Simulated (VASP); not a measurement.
Here is the system:

```xyz
2
Lattice="2.8151 0.0000 0.0000 0.0000 2.8151 0.0000 0.0000 0.0000 2.8151" Properties=species:S:1:pos:R:3 pbc="T T T"
Ga     1.4075     1.4075     1.4075
Co     0.0000     0.0000     0.0000
```

All values below come from optB88-vdW, VASP's PBE PAW potentials (set 64) (plane waves; VASP 6.6.1). Settings: 520 eV cut-off, 13×13×13 Γ-centred mesh, first-order Methfessel-Paxton smearing of 0.10 eV, potentials Ga_d Co.

### Question
Estimate the energy per atom (σ→0), pressure, band gap (on the k-mesh) with the smallest direct gap where there is one.

### Answer

band gap (on the k-mesh): none (metal, semimetal or under 0.01 eV)
energy per atom (σ→0): -2.137 eV/atom
pressure: 12.80 GPa

The absolute energy has meaning only against runs of the same code, potentials and settings.

The compound is CoGa in the CsCl type structure. This cell is one point of a volume scan, at 0.94 of the reference volume. The run is not spin-polarised, so no magnetic state was tried.
